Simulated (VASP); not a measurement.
# Ga2SnO (P4/nmm) in VASP: band structure with PBE

Aim: the band structure of Ga2SnO with PBE.

Everything below comes from runs of VASP 6.6.1. Logs are shortened: lines on timing, memory, paths and dates and some standing lists are left out, and cuts for length are marked.

### 1 The structure

It takes space group P4/nmm (No. 129, tetragonal). Conventional cell: a = 3.876 Å, b = 3.876 Å, c = 10.384 Å, α = 90.00°, β = 90.00°, γ = 90.00°. Around Ga (site symmetry 4mm) lie 4 O at 2.09 Å. Ga (site symmetry 4mm) has 5 Sn at 2.80 to 2.85 Å as nearest neighbours. Sn (site symmetry 4mm) has 6 Ga at 2.68 to 2.85 Å as nearest neighbours. O (site symmetry -4m2) is surrounded by 4 Ga at 2.09 Å.

The cell was built by a generator and needn't be a form met in nature.

### 2 Band structure, PBE

File INCAR:

```
SYSTEM = Ga2SnO
PREC = Accurate
ENCUT = 520
EDIFF = 1E-6
ISMEAR = 0
SIGMA = 0.1
LREAL = .FALSE.
LASPH = .TRUE.
NELM = 100
ALGO = Normal
ISIF = 2
LWAVE = .FALSE.
LCHARG = .FALSE.
GGA = PE
KPAR = 2
```

File KPOINTS:

```
Automatic mesh
0
G
  8 8 4
  0 0 0
```

File POSCAR:

```
Ga2SnO
1.0
    3.8764600000      0.0000000000      0.0000000000
    0.0000000000      3.8764600000      0.0000000000
    0.0000000000      0.0000000000     10.3842800000
Ga Sn O
4 2 2
Direct
    0.0000000000      0.5000000000      0.5765200000
    0.5000000000      0.0000000000      0.4234800000
    0.5000000000      0.0000000000      0.8903250000
    0.0000000000      0.5000000000      0.1096750000
    0.0000000000      0.5000000000      0.8348240000
    0.5000000000      0.0000000000      0.1651760000
    0.0000000000      0.0000000000      0.5000000000
    0.5000000000      0.5000000000      0.5000000000
```

File KPOINTS_OPT:

```
path GXMGZRAZ,XR,MA
15
line-mode
reciprocal
 0.0000000000  0.0000000000  0.0000000000  G
 0.0000000000  0.5000000000  0.0000000000  X

 0.0000000000  0.5000000000  0.0000000000  X
 0.5000000000  0.5000000000  0.0000000000  M

 0.5000000000  0.5000000000  0.0000000000  M
 0.0000000000  0.0000000000  0.0000000000  G

 0.0000000000  0.0000000000  0.0000000000  G
 0.0000000000  0.0000000000  0.5000000000  Z

 0.0000000000  0.0000000000  0.5000000000  Z
 0.0000000000  0.5000000000  0.5000000000  R

 0.0000000000  0.5000000000  0.5000000000  R
 0.5000000000  0.5000000000  0.5000000000  A

 0.5000000000  0.5000000000  0.5000000000  A
 0.0000000000  0.0000000000  0.5000000000  Z

 0.0000000000  0.5000000000  0.0000000000  X
 0.0000000000  0.5000000000  0.5000000000  R

 0.5000000000  0.5000000000  0.0000000000  M
 0.5000000000  0.5000000000  0.5000000000  A
```

Potentials or basis: VASP PAW PBE potentials, release 64 (Ga_d, Sn_d, O).

Command:

```console
$ cat potpaw_PBE.64/Ga_d/POTCAR potpaw_PBE.64/Sn_d/POTCAR potpaw_PBE.64/O/POTCAR > POTCAR
$ mpirun -np 2 vasp_std > vasp.out
```

OUTCAR:

```text
SYSTEM = Ga2SnO
   PREC = Accurate
   ENCUT = 520
   EDIFF = 1E-6
   ISMEAR = 0
   LREAL = .FALSE.
   LASPH = .TRUE.
   NELM = 100
   ISIF = 2
   GGA = PE

 ion  position               nearest neighbor table
   1  0.000  0.500  0.577-   7 2.09   8 2.09   7 2.09   8 2.09   5 2.68
   2  0.500  0.000  0.423-   7 2.09   8 2.09   8 2.09   7 2.09   6 2.68
   3  0.500  0.000  0.890-   5 2.80   5 2.80   5 2.80   5 2.80   6 2.85
   4  0.000  0.500  0.110-   6 2.80   6 2.80   6 2.80   6 2.80   5 2.85
   5  0.000  0.500  0.835-   1 2.68   3 2.80   3 2.80   3 2.80   3 2.80   4 2.85
   6  0.500  0.000  0.165-   2 2.68   4 2.80   4 2.80   4 2.80   4 2.80   3 2.85
   7  0.000  0.000  0.500-   1 2.09   2 2.09   1 2.09   2 2.09
   8  0.500  0.500  0.500-   1 2.09   2 2.09   2 2.09   1 2.09

  LATTYP: Found a simple tetragonal cell.
 ALAT       =     3.8764600000
 C/A-ratio  =     2.6788048890

  Lattice vectors:

 A1 = (   3.8764600000,   0.0000000000,   0.0000000000)
 A2 = (   0.0000000000,   3.8764600000,   0.0000000000)
 A3 = (   0.0000000000,   0.0000000000,  10.3842800000)

Analysis of symmetry for initial positions (statically):
=====================================================================
 Subroutine PRICEL returns:
 Original cell was already a primitive cell.

 Routine SETGRP: Setting up the symmetry group for a
 simple tetragonal supercell.

 Subroutine GETGRP returns: Found 16 space group operations
 (whereof  8 operations were pure point group operations)
 out of a pool of 16 trial point group operations.

The static configuration has the point symmetry D_2d.
 The point group associated with its full space group is D_4h.

Analysis of symmetry for dynamics (positions and initial velocities):
=====================================================================
 Subroutine PRICEL returns:
 Original cell was already a primitive cell.

 Routine SETGRP: Setting up the symmetry group for a
 simple tetragonal supercell.

 Subroutine GETGRP returns: Found 16 space group operations
 (whereof  8 operations were pure point group operations)
 out of a pool of 16 trial point group operations.

The dynamic configuration has the point symmetry D_2d.
 The point group associated with its full space group is D_4h.

 Subroutine INISYM returns: Found 16 space group operations
 (whereof  8 operations are pure point group operations),
 and found     1 'primitive' translations

----------------------------------------------------------------------------------------

                                     Primitive cell

  volume of cell :     156.0440

  direct lattice vectors                    reciprocal lattice vectors
     3.876460000  0.000000000  0.000000000     0.257967321  0.000000000  0.000000000
     0.000000000  3.876460000  0.000000000     0.000000000  0.257967321  0.000000000
     0.000000000  0.000000000 10.384280000     0.000000000  0.000000000  0.096299406

  length of vectors
     3.876460000  3.876460000 10.384280000     0.257967321  0.257967321  0.096299406

  position of ions in fractional coordinates (direct lattice)
     0.000000000  0.500000000  0.576520000
     0.500000000  0.000000000  0.423480000
     0.500000000  0.000000000  0.890325000
     0.000000000  0.500000000  0.109675000
     0.000000000  0.500000000  0.834824000
     0.500000000  0.000000000  0.165176000
     0.000000000  0.000000000  0.500000000
     0.500000000  0.500000000  0.500000000

  ion indices of the primitive-cell ions
   primitive index   ion index
                 1           1
                 2           2
                 3           3
                 4           4
                 5           5
                 6           6
                 7           7
                 8           8

----------------------------------------------------------------------------------------

 KPOINTS: Automatic mesh

Automatic generation of k-mesh.
 Grid dimensions read from file:
 generate k-points for:    8    8    4

 Generating k-lattice:

  Cartesian coordinates                     Fractional coordinates (reciprocal lattice)
     0.032245915  0.000000000  0.000000000     0.125000000  0.000000000  0.000000000
     0.000000000  0.032245915  0.000000000     0.000000000  0.125000000  0.000000000
     0.000000000  0.000000000  0.024074852     0.000000000  0.000000000  0.250000000

  Length of vectors
     0.032245915  0.032245915  0.024074852

  Shift w.r.t. Gamma in fractional coordinates (k-lattice)
     0.000000000  0.000000000  0.000000000

 Subroutine IBZKPT returns following result:
 ===========================================

 Found     45 irreducible k-points:

 Following reciprocal coordinates:
            Coordinates               Weight
  0.000000  0.000000  0.000000      1.000000
  0.125000  0.000000  0.000000      4.000000
  0.250000  0.000000  0.000000      4.000000
  0.375000  0.000000  0.000000      4.000000
  0.500000  0.000000  0.000000      2.000000
  0.125000  0.125000  0.000000      4.000000
[... 16 lines left out ...]
  0.375000  0.125000  0.250000     16.000000
  0.500000  0.125000  0.250000      8.000000
 [... further k-points ...]
   k-points           NKPTS =     45   k-points in BZ     NKDIM =     45   number of bands    NBANDS=     55
   number of dos      NEDOS =    301   number of ions     NIONS =      8
   total plane-waves  NPLWV =  72000
   dimension x,y,z NGX =    30 NGY =   30 NGZ =   80
   dimension x,y,z NGXF=    60 NGYF=   60 NGZF=  160
   ions per type =               4   2   2
   NGX,Y,Z   is equivalent  to a cutoff of  12.87, 12.87, 12.81 a.u.
   NGXF,Y,Z  is equivalent  to a cutoff of  25.73, 25.73, 25.62 a.u.
 SYSTEM =  Ga2SnO
   PREC   = accura    normal or accurate (medium, high low for compatibility)
   ISTART =      0    job   : 0-new  1-cont  2-samecut
   ICHARG =      2    charge: 1-file 2-atom 10-const
   ISPIN  =      1    spin polarized calculation?
   LNONCOLLINEAR =      F non collinear calculations
   LSORBIT =      F    spin-orbit coupling
   LASPH  =      T    aspherical Exc in radial PAW
   ENCUT  =  520.0 eV  38.22 Ry    6.18 a.u.   7.21  7.21 19.31*2*pi/ulx,y,z
   NELM   =    100;   NELMIN=  2; NELMDL= -5     # of ELM steps
   EDIFF  = 0.1E-05   stopping-criterion for ELM
   LREAL  =      F    real-space projection
   EDIFFG = 0.1E-04   stopping-criterion for IOM
   NSW    =      0    number of steps for IOM
   IBRION =     -1    ionic relax: 0-MD 1-quasi-New 2-CG
   NFREE  =      0    steps in history (QN), initial steepest desc. (CG)
   ISIF   =      2    stress and relaxation
   ISYM   =      2    0-nonsym 1-usesym 2-fastsym
   POTIM  = 0.5000    time-step for ionic-motion
   TEBEG  =    0.0;   TEEND  =   0.0 temperature during run
   PSTRESS=    0.0 pullay stress
   NELECT =      92.0000    total number of electrons
   NUPDOWN=      -1.0000    fix difference up-down
   EMIN   =  10.00;   EMAX   =-10.00  energy-range for DOS
   EFERMI =   0.00;   METHOD = LEGACY
   ISMEAR =     0;   SIGMA  =   0.10  broadening in eV -4-tet -1-fermi 0-gaus
   EFERMI_NEDOS =   21; number of points for ismear=-14 and -15
   IALGO  =     38    algorithm
   IMIX   =      4    mixing-type and parameters
     AMIX     =   0.40;   BMIX     =  1.00
     AMIX_MAG =   1.60;   BMIX_MAG =  1.00
  volume/ion in A,a.u.               =      19.51       131.63
  Fermi-wavevector in a.u.,A,eV,Ry     =   1.372740  2.594103 25.639042  1.884416
  Thomas-Fermi vector in A             =   2.498320
   LORBIT       =      0    0 simple, 1 ext, 2 COOP (PROOUT), +10 PAW based schemes
   GGA     = PE    functional components
   LHFCALC =     F    Hartree Fock is set to
   AEXX    =    0.0000 exact exchange contribution
   IVDW    =     0    specifies the selected vdW correction
   LEPSILON=     F    determine dielectric tensor
   LRPA    =     F    only Hartree local field effects (RPA)
 non-spin polarized calculation
 Gauss-broadening in eV      SIGMA  =   0.10
  energy-cutoff  :      520.00
  volume of cell :      156.04
 maximum number of plane-waves:      4238
 NGX is ok and might be reduce to    30
   NGX = 15   NGY = 15   NGZ = 39

 number of electron      91.9999999 magnetization

 Free energy of the ion-electron system (eV)
  ---------------------------------------------------
  ext. energy  EPLUGINS =         0.00000000
  ---------------------------------------------------
  free energy    TOTEN  =       -34.19338984 eV

  energy without entropy =      -34.17587429  energy(sigma->0) =      -34.18463207

 E-fermi :   5.7497     XC(G=0): -10.1432

 val. band max:        5.7455716856   @ k =   0.5000   0.1250   0.5000
 cond. band min:       5.7609041282   @ k =   0.5000   0.1250   0.2500
 fundamental gap:      0.0153324426
 Fermi energy:         5.7496904982

 k-point     1 :       0.0000    0.0000    0.0000
  band No.  band energies     occupation
      1     -15.7003      2.00000
      2     -15.6995      2.00000
      3     -15.6947      2.00000
      4     -15.6933      2.00000
      5     -15.6923      2.00000
      6     -15.6907      2.00000
[... 47 lines left out ...]
     54      11.3502      0.00000
     55      11.5102      0.00000

 k-point     2 :       0.1250    0.0000    0.0000
  band No.  band energies     occupation
      1     -15.6989      2.00000
      2     -15.6979      2.00000
      3     -15.6957      2.00000
      4     -15.6935      2.00000
      5     -15.6878      2.00000
      6     -15.6854      2.00000
[... 47 lines left out ...]
     54      11.1521      0.00000
     55      11.5539      0.00000
[... 1216 lines left out ...]
     54      10.9038      0.00000
     55      10.9375      0.00000

 k-point    24 :       0.5000    0.1250    0.2500
  band No.  band energies     occupation
      1     -15.7045      2.00000
      2     -15.7045      2.00000
      3     -15.6904      2.00000
      4     -15.6904      2.00000
      5     -15.6540      2.00000
      6     -15.6540      2.00000
[... 47 lines left out ...]
     54      10.8120      0.00000
     55      11.3629      0.00000

 [... further k-points ...]

------------------------ aborting loop because EDIFF is reached ----------------------------------------

  FORCE on cell =-STRESS in cart. coord.  units (eV):
  Direction    XX          YY          ZZ          XY          YZ          ZX
  --------------------------------------------------------------------------------------
  -------------------------------------------------------------------------------------
  Total       -0.0129256     -0.0129256      0.0529846      0.0000000      0.0000000     -0.0000000
  in kB       -0.1327130     -0.1327130      0.5440175      0.0000000      0.0000000     -0.0000000
  external PRESSURE =       0.0928638 kB  Pullay stress =       0.0000000 kB

 VOLUME and BASIS-vectors are now :
 -----------------------------------------------------------------------------
  energy-cutoff  :      520.00
  volume of cell :      156.04
      direct lattice vectors                 reciprocal lattice vectors
     3.876460000  0.000000000  0.000000000     0.257967321  0.000000000  0.000000000
     0.000000000  3.876460000  0.000000000     0.000000000  0.257967321  0.000000000
     0.000000000  0.000000000 10.384280000     0.000000000  0.000000000  0.096299406

 POSITION                                       TOTAL-FORCE (eV/Angst)
 -----------------------------------------------------------------------------------
      0.00000      1.93823      5.98675        -0.000000      0.000000     -0.000142
      1.93823      0.00000      4.39753        -0.000000     -0.000000      0.000142
      1.93823      0.00000      9.24538         0.000000     -0.000000     -0.010496
      0.00000      1.93823      1.13890        -0.000000      0.000000      0.010496
      0.00000      1.93823      8.66905        -0.000000      0.000000     -0.005001
      1.93823      0.00000      1.71523         0.000000      0.000000      0.005001
      0.00000      0.00000      5.19214        -0.000000     -0.000000      0.000000
      1.93823      1.93823      5.19214        -0.000000      0.000000      0.000000
 -----------------------------------------------------------------------------------
    total drift:                                0.000000     -0.000000      0.000000

  FREE ENERGIE OF THE ION-ELECTRON SYSTEM (eV)
  ---------------------------------------------------
  free  energy   TOTEN  =       -34.1933898391 eV

  energy  without entropy=      -34.1758742933  energy(sigma->0) =      -34.18463207
```

It took 11 min on 2 MPI ranks of Intel Xeon Platinum 8488C (Sapphire Rapids), shared host; peak memory 0.57 GiB.

What came out:

* Free energy: -34.1934 eV
* Pressure: 0.0 GPa
* Largest force: 0.010 eV/Å
* Band gap along the path: none (metal or under the smearing width)

Forces on the atoms (eV/Å):
```
Ga   0.000  0.000  0.000
Ga   0.000  0.000  0.000
Ga   0.000  0.000 -0.010
Ga   0.000  0.000  0.010
Sn   0.000  0.000 -0.005
Sn   0.000  0.000  0.005
O    0.000  0.000  0.000
O    0.000  0.000  0.000
```

Levels at the corners of the path, in eV from the Fermi level:
| point | band 44 | band 45 | band 46 | band 47 | band 48 | band 49 |
| --- | --- | --- | --- | --- | --- | --- |
| Γ | -0.91 | -0.85 | -0.85 | 0.52 | 0.52 | 0.93 |
| X | -2.50 | 0.86 | 0.86 | 1.99 | 1.99 | 2.99 |
| X | -2.50 | 0.86 | 0.86 | 1.99 | 1.99 | 2.99 |
| M | -2.94 | -2.76 | -2.76 | -1.53 | -1.53 | 1.83 |
| M | -2.94 | -2.76 | -2.76 | -1.53 | -1.53 | 1.83 |
| Γ | -0.91 | -0.85 | -0.85 | 0.52 | 0.52 | 0.93 |
| Γ | -0.91 | -0.85 | -0.85 | 0.52 | 0.52 | 0.93 |
| Z | -0.87 | -0.87 | -0.09 | 0.56 | 0.56 | 1.10 |
| Z | -0.87 | -0.87 | -0.09 | 0.56 | 0.56 | 1.10 |
| R | -2.24 | 0.57 | 0.57 | 1.98 | 1.98 | 3.38 |
| R | -2.24 | 0.57 | 0.57 | 1.98 | 1.98 | 3.38 |
| A | -2.94 | -2.90 | -2.90 | -1.72 | -1.72 | 2.28 |
| A | -2.94 | -2.90 | -2.90 | -1.72 | -1.72 | 2.28 |
| Z | -0.87 | -0.87 | -0.09 | 0.56 | 0.56 | 1.10 |
| X | -2.50 | 0.86 | 0.86 | 1.99 | 1.99 | 2.99 |
| R | -2.24 | 0.57 | 0.57 | 1.98 | 1.98 | 3.38 |
| M | -2.94 | -2.76 | -2.76 | -1.53 | -1.53 | 1.83 |
| A | -2.94 | -2.90 | -2.90 | -1.72 | -1.72 | 2.28 |

Caveat: spin-orbit coupling is left out, which moves the levels of the heavy elements.
